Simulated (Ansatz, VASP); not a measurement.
# BN (Qingsongite): VASP beside Ansatz

One calculation is typed for both programs; each brings its own data sets. How far apart do they land? The cell is taken from a series of runs on this material, whose earlier steps may have relaxed, scaled, displaced or heated it; both programs get it as it stands.

Program: Ansatz 0.2.0. Level of theory: plane waves, with VASP 6.6.1 beside it; dielectric response at PBE. Results are calculated unless marked as measured.

## 1. The starting structure

It takes space group F-43m (No. 216, cubic). The conventional cell has a = 3.615 Å, b = 3.615 Å, c = 3.615 Å, α = 90.00°, β = 90.00°, γ = 90.00°. N has 4 B at 1.57 Å nearest. Nearest to B lie 4 N at 1.57 Å. Farther neighbours and most contacts between anions are not listed.

## 2. VASP: dielectric response, PBE

The response to a field tests empty states and converges slowly with the mesh.

Lines of VASP's logs that name or quote its potential files are left out, and so is its time.

INCAR

```
SYSTEM = BN
PREC = Accurate
ENCUT = 520
EDIFF = 1E-08
NELM = 120
ISMEAR = 0
SIGMA = 0.01
LREAL = .FALSE.
ALGO = Normal
GGA = PE
NBANDS = 10
LORBIT = 11
LWAVE = .FALSE.
LCHARG = .FALSE.
ISIF = 2
LEPSILON = .TRUE.
LASPH = .TRUE.
GGA_COMPAT = .FALSE.
EFERMI = MIDGAP
```

POSCAR

```
BN
1.0
    0.0000000000      1.8075000000      1.8075000000
    1.8075000000      0.0000000000      1.8075000000
    1.8075000000      1.8075000000      0.0000000000
N B
1 1
Direct
    0.7500000000      0.7500000000      0.7500000000
    1.0000000000      1.0000000000      1.0000000000
```

KPOINTS

```
Automatic mesh
0
Gamma
11 11 11
0 0 0
```

PAW data sets: N and B (PBE family, release 64).

Started as:

```bash
> mpirun -np 1 vasp_std
```

Numbers of over 12 decimals in the logs are rounded to 6 here.

The log of the run:

```text
[banner, memory and clock lines left out]
running    1 mpi-ranks, on    1 nodes
 distrk:  each k-point on    1 cores,    1 groups
 distr:  one band on    1 cores,    1 groups

 POSCAR found type information on POSCAR N B
 POSCAR found :  2 types and       2 ions
 LDA part: xc-table for (Slater+PW92), standard interpolation
 POSCAR, INCAR and KPOINTS ok, starting setup
 FFT: planning ... GRIDC
 FFT: planning ... GRID_SOFT
 FFT: planning ... GRID
 WAVECAR not read
 entering main loop
       N       E                     dE             d eps       ncg     rms          rms(c)
DAV:   1     0.950053187917E+01    0.95005E+01   -0.51678E+03  1144   0.804E+02
DAV:   2    -0.179720706633E+02   -0.27473E+02   -0.26886E+02  1418   0.170E+02
DAV:   3    -0.184143776717E+02   -0.44231E+00   -0.44177E+00  1306   0.193E+01
DAV:   4    -0.184149082268E+02   -0.53056E-03   -0.53055E-03  1220   0.751E-01
DAV:   5    -0.184149087856E+02   -0.55878E-06   -0.55873E-06  1276   0.243E-02    0.670E+00
DAV:   6    -0.175361905752E+02    0.87872E+00   -0.30318E+00  1192   0.109E+01    0.327E+00
DAV:   7    -0.174638945968E+02    0.72296E-01   -0.10266E-01  1220   0.282E+00    0.192E+00
DAV:   8    -0.174495239687E+02    0.14371E-01   -0.37446E-02  1262   0.150E+00    0.193E-01
DAV:   9    -0.174497129397E+02   -0.18897E-03   -0.90885E-04  1188   0.270E-01    0.809E-02
DAV:  10    -0.174497942718E+02   -0.81332E-04   -0.11924E-04  1222   0.999E-02    0.148E-02
DAV:  11    -0.174497994387E+02   -0.51670E-05   -0.10135E-05  1318   0.271E-02    0.104E-02
DAV:  12    -0.174497994041E+02    0.34615E-07   -0.19112E-06  1242   0.994E-03    0.631E-04
DAV:  13    -0.174497994034E+02    0.72998E-09   -0.26861E-08  1224   0.170E-03
   1 F= -.17449799E+02 E0= -.17449799E+02  d E =0.000000E+00
 Linear response reoptimize wavefunctions to high precision
DAV:   1    -0.174497994231E+02   -0.19745E-07   -0.37304E-09  1220   0.532E-04
DAV:   2    -0.174497994231E+02   -0.19327E-11   -0.20010E-11   652   0.557E-05
 Linear response G [H, r] |phi>, progress :
  Direction:   1
       N       E                     dE             d eps       ncg     rms
RMM:   1    -0.375829585268E+02   -0.37583E+02   -0.29771E+01  2613   0.523E+01
RMM:   2    -0.321284888521E+02    0.54545E+01   -0.11763E+00  1788   0.102E+01
RMM:   3    -0.321278264865E+02    0.66237E-03   -0.59195E-03  1879   0.442E-01
RMM:   4    -0.321275693259E+02    0.25716E-03   -0.18695E-04  1992   0.324E-02
RMM:   5    -0.321275532511E+02    0.16075E-04   -0.96391E-06  1945   0.271E-03
RMM:   6    -0.321275522192E+02    0.10319E-05    0.83379E-07  1715   0.600E-04
RMM:   7    -0.321275520797E+02    0.13948E-06    0.21869E-06  1436   0.432E-04
RMM:   8    -0.321275520987E+02   -0.18991E-07    0.20803E-06  1437   0.423E-04
RMM:   9    -0.321275520932E+02    0.55178E-08    0.21950E-06  1337   0.424E-04
RMM:  10    -0.321275521170E+02   -0.23828E-07    0.21714E-06  1191   0.423E-04
 Linear response G [H, r] |phi>, progress :
  Direction:   2
       N       E                     dE             d eps       ncg     rms
RMM:   1    -0.349115551271E+02   -0.34912E+02   -0.21122E+01  2621   0.498E+01
RMM:   2    -0.327128176840E+02    0.21987E+01   -0.79874E-01  1792   0.883E+00
RMM:   3    -0.327122968538E+02    0.52083E-03   -0.49202E-03  1896   0.380E-01
RMM:   4    -0.327120547798E+02    0.24207E-03   -0.18115E-04  2020   0.283E-02
RMM:   5    -0.327120393027E+02    0.15477E-04   -0.13574E-05  1958   0.242E-03
RMM:   6    -0.327120383138E+02    0.98891E-06   -0.35458E-06  1726   0.536E-04
RMM:   7    -0.327120381637E+02    0.15007E-06   -0.18614E-06  1468   0.387E-04
RMM:   8    -0.327120381807E+02   -0.17013E-07   -0.20598E-06  1457   0.379E-04
RMM:   9    -0.327120381680E+02    0.12697E-07   -0.21090E-06  1413   0.379E-04
RMM:  10    -0.327120381988E+02   -0.30747E-07   -0.23430E-06  1276   0.379E-04
 Linear response G [H, r] |phi>, progress :
  Direction:   3
       N       E                     dE             d eps       ncg     rms
RMM:   1    -0.256067858608E+02   -0.25607E+02    0.72332E+01  2426   0.526E+01
RMM:   2    -0.237685121559E+02    0.18383E+01   -0.11280E+00  1777   0.979E+00
RMM:   3    -0.237734890333E+02   -0.49769E-02   -0.44210E-03  1883   0.484E-01
RMM:   4    -0.237735291183E+02   -0.40085E-04   -0.22104E-05  1997   0.378E-02
RMM:   5    -0.237735295240E+02   -0.40569E-06   -0.19871E-07  1910   0.324E-03
RMM:   6    -0.237735295456E+02   -0.21566E-07   -0.10679E-07  1690   0.576E-04
RMM:   7    -0.237735295487E+02   -0.30966E-08   -0.13211E-07  1397   0.353E-04
RMM:   8    -0.237735295451E+02    0.36001E-08   -0.78045E-08  1306   0.339E-04
 Linear response to external field (no local field effect), progress :
  Direction:   1
       N       E                     dE             d eps       ncg     rms          rms(c)
RMM:   1    -0.142183269099E+00   -0.14218E+00   -0.44446E-01  2498   0.208E+00
RMM:   2    -0.142881074064E+00   -0.69780E-03   -0.44091E-04  1806   0.194E-01
RMM:   3    -0.142882441019E+00   -0.13670E-05   -0.82291E-07  1852   0.726E-03
RMM:   4    -0.142882442922E+00   -0.19035E-08   -0.30608E-09  1755   0.392E-04
 change of polarisation eV/A/(eV/A) component  1 :     0.286     0.121     0.032
 dielectric tensor                  component  1 :     5.378     1.853     0.488
 Linear response to external field (no local field effect), progress :
  Direction:   2
       N       E                     dE             d eps       ncg     rms          rms(c)
RMM:   1    -0.142160083527E+00   -0.14216E+00   -0.44024E-01  2502   0.205E+00
RMM:   2    -0.142748172427E+00   -0.58809E-03   -0.41166E-04  1811   0.185E-01
RMM:   3    -0.142749408634E+00   -0.12362E-05   -0.71537E-07  1857   0.669E-03
RMM:   4    -0.142749410755E+00   -0.21211E-08   -0.22466E-09  1750   0.355E-04
 change of polarisation eV/A/(eV/A) component  2 :     0.121     0.285    -0.041
 dielectric tensor                  component  2 :     1.853     5.374    -0.628
 Linear response to external field (no local field effect), progress :
  Direction:   3
       N       E                     dE             d eps       ncg     rms          rms(c)
RMM:   1    -0.760534844275E-01   -0.76053E-01   -0.20966E-01  2466   0.167E+00
RMM:   2    -0.765610323441E-01   -0.50755E-03   -0.29096E-04  1805   0.165E-01
RMM:   3    -0.765622415190E-01   -0.12092E-05   -0.58671E-07  1824   0.635E-03
RMM:   4    -0.765622440450E-01   -0.25260E-08   -0.13371E-09  1747   0.355E-04
 change of polarisation eV/A/(eV/A) component  3 :     0.032    -0.041     0.153
 dielectric tensor                  component  3 :     0.489    -0.628     3.346
 Linear response to external field, progress :
  Direction:   1
       N       E                     dE             d eps       ncg     rms          rms(c)
RMM:   1    -0.120131156227E+00   -0.12013E+00   -0.36478E-01  9622   0.193E+00
RMM:   2    -0.120730117430E+00   -0.59896E-03   -0.37922E-04  6995   0.181E-01    0.591E-01
RMM:   3    -0.119970042534E+00    0.76007E-03   -0.90616E-04  7074   0.232E-01    0.356E-01
RMM:   4    -0.126339850712E+00   -0.63698E-02   -0.13253E-03  7071   0.289E-01    0.454E-02
RMM:   5    -0.127244688876E+00   -0.90484E-03   -0.23062E-05  7141   0.409E-02    0.449E-03
RMM:   6    -0.127276196939E+00   -0.31508E-04   -0.13873E-07  7310   0.371E-03    0.247E-03
RMM:   7    -0.127303061959E+00   -0.26865E-04   -0.11717E-07  7183   0.349E-03    0.151E-04
RMM:   8    -0.127303447470E+00   -0.38551E-06    0.25679E-10  6443   0.109E-04    0.484E-05
RMM:   9    -0.127303489972E+00   -0.42502E-07    0.78117E-11  5996   0.102E-04    0.534E-06
 change of polarisation eV/A/(eV/A) component  1 :     0.235     0.043     0.029
 dielectric tensor                  component  1 :     4.606     0.666     0.440
 Linear response to external field, progress :
  Direction:   2
       N       E                     dE             d eps       ncg     rms          rms(c)
RMM:   1    -0.120131477727E+00   -0.12013E+00   -0.36478E-01  9623   0.193E+00
RMM:   2    -0.120730089007E+00   -0.59861E-03   -0.38411E-04  6990   0.181E-01    0.591E-01
RMM:   3    -0.119970067208E+00    0.76002E-03   -0.90644E-04  7077   0.232E-01    0.356E-01
RMM:   4    -0.126339943593E+00   -0.63699E-02   -0.13255E-03  7072   0.289E-01    0.454E-02
RMM:   5    -0.127244797154E+00   -0.90485E-03   -0.23056E-05  7144   0.409E-02    0.450E-03
RMM:   6    -0.127276293072E+00   -0.31496E-04   -0.13926E-07  7308   0.371E-03    0.247E-03
RMM:   7    -0.127303159318E+00   -0.26866E-04   -0.11768E-07  7180   0.349E-03    0.150E-04
RMM:   8    -0.127303546137E+00   -0.38682E-06   -0.63004E-10  6414   0.108E-04    0.493E-05
RMM:   9    -0.127303591475E+00   -0.45338E-07   -0.75628E-10  6012   0.102E-04    0.686E-06
 change of polarisation eV/A/(eV/A) component  2 :     0.034     0.235     0.026
 dielectric tensor                  component  2 :     0.519     4.606     0.399
 Linear response to external field, progress :
  Direction:   3
       N       E                     dE             d eps       ncg     rms          rms(c)
RMM:   1    -0.120131140586E+00   -0.12013E+00   -0.36478E-01  9622   0.193E+00
RMM:   2    -0.120730101374E+00   -0.59896E-03   -0.37978E-04  6995   0.181E-01    0.591E-01
RMM:   3    -0.119970050802E+00    0.76005E-03   -0.90618E-04  7074   0.232E-01    0.356E-01
RMM:   4    -0.126339956380E+00   -0.63699E-02   -0.13253E-03  7071   0.289E-01    0.454E-02
RMM:   5    -0.127244772414E+00   -0.90482E-03   -0.23057E-05  7145   0.409E-02    0.450E-03
RMM:   6    -0.127276297393E+00   -0.31525E-04   -0.13769E-07  7315   0.371E-03    0.247E-03
RMM:   7    -0.127303149018E+00   -0.26852E-04   -0.11634E-07  7181   0.349E-03    0.150E-04
RMM:   8    -0.127303541622E+00   -0.39260E-06    0.36409E-10  6428   0.107E-04    0.496E-05
RMM:   9    -0.127303587774E+00   -0.46152E-07    0.18107E-10  5998   0.102E-04    0.697E-06
 change of polarisation eV/A/(eV/A) component  3 :     0.028     0.044     0.235
 dielectric tensor                  component  3 :     0.425     0.680     4.606
 Born effective charges drift removed
```

OUTCAR, selected parts (step 2):

```text
ion  position               nearest neighbor table
   1  0.750  0.750  0.750-   2 1.57   2 1.57   2 1.57   2 1.57
   2  0.000  0.000  0.000-   1 1.57   1 1.57   1 1.57   1 1.57

  LATTYP: Found a face centered cubic cell.
 ALAT       =     3.6150000000

 Subroutine GETGRP returns: Found 24 space group operations
 (whereof 24 operations were pure point group operations)

The static configuration has the point symmetry T_d .

 Found     56 irreducible k-points:

   k-points           NKPTS =     56   k-points in BZ     NKDIM =     56   number of bands    NBANDS=     10

   dimension x,y,z NGX =    20 NGY =   20 NGZ =   20
   dimension x,y,z NGXF=    40 NGYF=   40 NGZF=   40

   ENCUT  =  520.0 eV  38.22 Ry    6.18 a.u.   4.75  4.75  4.75*2*pi/ulx,y,z

   NELECT =       8.0000    total number of electrons

 k-points in reciprocal lattice and weights: Automatic mesh
   0.00000000  0.00000000  0.00000000       0.001
   0.09090909  0.00000000  0.00000000       0.006
   0.18181818  0.00000000  0.00000000       0.006
   0.27272727  0.00000000  0.00000000       0.006
   0.36363636  0.00000000  0.00000000       0.006
   0.45454545  0.00000000  0.00000000       0.006
   0.09090909  0.09090909  0.00000000       0.005
   0.18181818  0.09090909  0.00000000       0.018
   0.27272727  0.09090909  0.00000000       0.018
[...]
-0.36363636  0.45454545  0.18181818       0.018
  -0.27272727  0.45454545  0.18181818       0.018

 average (electrostatic) potential at core
       1 -60.3942       2 -24.4738

  Total        0.2424400      0.2424400      0.2424400     -0.0000000      0.0000000     -0.0000000
  in kB       32.8889478     32.8889478     32.8889478     -0.0000000      0.0000000     -0.0000000
  external PRESSURE =      32.8889478 kB  Pullay stress =       0.0000000 kB

  energy-cutoff  :      520.00
  volume of cell :       11.81
      direct lattice vectors                 reciprocal lattice vectors
     0.000000000  1.807500000  1.807500000    -0.276625173  0.276625173  0.276625173
     1.807500000  0.000000000  1.807500000     0.276625173 -0.276625173  0.276625173
     1.807500000  1.807500000  0.000000000     0.276625173  0.276625173 -0.276625173

 POSITION                                       TOTAL-FORCE (eV/Angst)
 -----------------------------------------------------------------------------------
      2.71125      2.71125      2.71125         0.000000      0.000000      0.000000
      0.00000      0.00000      0.00000        -0.000000     -0.000000     -0.000000
 -----------------------------------------------------------------------------------
    total drift:                               -0.000000     -0.000000     -0.000000

 MACROSCOPIC STATIC DIELECTRIC TENSOR (including local field effects in DFT)
 ------------------------------------------------------
           4.606337    -0.000000     0.000000
           0.000000     4.606337     0.000000
          -0.000000     0.000000     4.606337
 ------------------------------------------------------

 PIEZOELECTRIC TENSOR (including local field effects)  for field in x, y, z        (C/m^2)
          XX          YY          ZZ          XY          YZ          ZX
  --------------------------------------------------------------------------------
  x    -0.00000    -0.00000    -0.00000     0.00000     1.03960     0.00000
  y     0.00000    -0.00000     0.00000     0.00000     0.00000     1.03960
  z    -0.00000     0.00000    -0.00000     1.03960     0.00000     0.00000

 BORN EFFECTIVE CHARGES (including local field effects) (in |e|, cummulative output)
 ---------------------------------------------------------------------------------
 ion    1
    1    -1.90762    -0.00000    -0.00000
    2    -0.00000    -1.90762     0.00000
    3     0.00000     0.00000    -1.90762
 ion    2
    1     1.90762     0.00000     0.00000
    2     0.00000     1.90762    -0.00000
    3    -0.00000    -0.00000     1.90762
```

[end of part 1 of 2]

[Lines on the potential files, build, host, timing and source positions are cut from VASP's logs without a mark.]

[Logs are printed without paths, hosts, clocks, repeated set-up lines and the standing remarks that a program may print on its own settings, such as how far it seeks lower states.]

[Hosts, paths, dates, database ids (printed as entryN), source tags and the programs' standing remarks are cut or masked in the printed files.]
